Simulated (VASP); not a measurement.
Energy against volume of GdN (rock salt). Method: vdW-DF-cx, VASP's PBE PAW potentials (set 64) (plane waves; VASP). Settings: 520 eV cut-off, 13×13×13 Γ-centred mesh, first-order Methfessel-Paxton smearing of 0.10 eV, potentials Gd_3 N.

The 4f electrons are frozen in the core of the lanthanide potential, so 4f levels, which can set the real gap, and their magnetism are missing.

| V (Å³/atom) | E (eV/atom) |
|---|---|
| 14.136 | -6.37932 |
| 14.587 | -6.40337 |
| 15.038 | -6.41082 |
| 15.489 | -6.40410 |

Task: Fit these four points and predict the energy of the run at 15.940 Å³/atom.

Result: A cubic in V^(−2/3), the third-order Birch-Murnaghan form, passes through the four points with V0 = 15.04 Å³/atom and B0 = 167 GPa, and gives -6.3852 eV/atom there. The run gave -6.3853 eV/atom, -0.0 meV/atom from the fit; all five points give B0 = 167 GPa.

The compound is GdN in the rock salt structure. It was relaxed first.
